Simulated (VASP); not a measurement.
Calculation: PBEsol GGA, VASP's PBE PAW potentials (set 64) (plane waves; VASP 6.6.1).

Input for VASP

File POSCAR:
```
PbS
1
   -0.0000000000     2.9499783817     2.9499783817
    2.9499783817    -0.0000000000     2.9499783817
    2.9499783817     2.9499783817    -0.0000000000
Pb S
1 1
Direct
  0.0000000000   0.0000000000   0.0000000000
  0.5000000000   0.5000000000   0.5000000000
```

**KPOINTS**
```
Automatic
0
Gamma
7 7 7
0 0 0
```

### INCAR
```
SYSTEM = PbS
PREC = Accurate
ENCUT = 400
EDIFF = 1E-6
NELM = 100
ALGO = Normal
LREAL = .FALSE.
LASPH = .TRUE.
ISMEAR = 0
SIGMA = 0.05
GGA = PS
LMAXMIX = 4
LWAVE = .FALSE.
LCHARG = .FALSE.
IBRION = 2
ISIF = 3
NSW = 60
EDIFFG = -0.01
```

POTCAR, in this order: Pb_d S (PBE.64 set). Program: vasp_std.

Output

File OSZICAR:
```
       N       E                     dE             d eps       ncg     rms          rms(c)
DAV:   1     0.146305613366E+03    0.14631E+03   -0.85939E+03   560   0.126E+03
DAV:   2     0.238847231476E+01   -0.14392E+03   -0.14103E+03   602   0.333E+02
DAV:   3    -0.956291678895E+01   -0.11951E+02   -0.11653E+02   742   0.101E+02
DAV:   4    -0.984122931806E+01   -0.27831E+00   -0.27815E+00   634   0.184E+01
DAV:   5    -0.985157212081E+01   -0.10343E-01   -0.10343E-01   764   0.331E+00    0.450E+00
DAV:   6    -0.946330745814E+01    0.38826E+00   -0.11914E+00   856   0.916E+00    0.309E+00
DAV:   7    -0.946013975199E+01    0.31677E-02   -0.11564E-01   590   0.202E+00    0.166E+00
DAV:   8    -0.945999135996E+01    0.14839E-03   -0.11131E-02   644   0.130E+00    0.147E-01
DAV:   9    -0.945976407038E+01    0.22729E-03   -0.20755E-03   848   0.433E-01    0.746E-02
DAV:  10    -0.945982962715E+01   -0.65557E-04   -0.17223E-04   608   0.903E-02    0.315E-02
DAV:  11    -0.945982923573E+01    0.39141E-06   -0.22841E-05   682   0.593E-02    0.881E-03
DAV:  12    -0.945982941167E+01   -0.17594E-06   -0.12287E-06   492   0.157E-02
   1 F= -.94598294E+01 E0= -.94598294E+01  d E =-.945983E+01
```

### OUTCAR
```
------------------------ aborting loop because EDIFF is reached ----------------------------------------
  FORCE on cell =-STRESS in cart. coord.  units (eV):
  Direction    XX          YY          ZZ          XY          YZ          ZX
  --------------------------------------------------------------------------------------
  Total       -0.0091243     -0.0091243     -0.0091243      0.0000000     -0.0000000     -0.0000000
  in kB       -0.2847240     -0.2847240     -0.2847240      0.0000000     -0.0000000     -0.0000000
  external PRESSURE =      -0.2847240 kB  Pullay stress =       0.0000000 kB
  volume of cell :       51.34
      direct lattice vectors                 reciprocal lattice vectors
     0.000000000  2.949978382  2.949978382    -0.169492768  0.169492768  0.169492768
     2.949978382  0.000000000  2.949978382     0.169492768 -0.169492768  0.169492768
     2.949978382  2.949978382  0.000000000     0.169492768  0.169492768 -0.169492768
  FREE ENERGIE OF THE ION-ELECTRON SYSTEM (eV)
  ---------------------------------------------------
  free  energy   TOTEN  =        -9.4598294117 eV

  energy  without entropy=       -9.4598294117  energy(sigma->0) =       -9.45982941

 reached required accuracy - stopping structural energy minimisation
```
(Selected blocks of OUTCAR.)

The compound is PbS in the rock salt structure. It was relaxed first. The start is the result of an earlier pass.
